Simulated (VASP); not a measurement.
Consider the following.

```
CELL_PARAMETERS angstrom
      0.00000     2.49049     2.49049
      2.49049     0.00000     2.49049
      2.49049     2.49049     0.00000
ATOMIC_POSITIONS crystal
  Nd 0.00000 0.00000 0.00000
  O  0.50000 0.50000 0.50000
```

The numbers are results of PBEsol GGA, VASP's PBE PAW potentials (set 64) (plane waves; VASP 6.6.1), not measurements. Settings: 520 eV cut-off, Gaussian smearing of 0.050 eV, potentials Nd_3 O.

The 4f electrons are frozen in the core of the lanthanide potential, so 4f levels, which can set the real gap, and their magnetism are missing.

### Question
Give the energies of bands 6 to 11 at the high-symmetry points, in eV from the Fermi level.

### Answer

| band | Γ | X | U | L | W |
|---|---|---|---|---|---|
| 6 | -4.65 | -4.51 | -5.68 | -7.22 | -6.15 |
| 7 | -4.65 | -4.51 | -5.36 | -6.38 | -4.75 |
| 8 | -4.65 | -4.48 | -4.68 | -6.38 | -4.75 |
| 9 | 0.04 | -2.81 | -0.89 | 1.47 | 0.58 |
| 10 | 0.42 | 3.01 | 3.00 | 3.66 | 0.58 |
| 11 | 0.42 | 5.10 | 4.04 | 3.66 | 3.73 |

It has no gap at this level: it comes out as a metal or semimetal.

The structure comes from a computed database's NdO entry (Fm-3m); how it stands against other phases isn't given here. It was relaxed first. The electron count is odd and the run is not spin-polarised, which forces a metal.
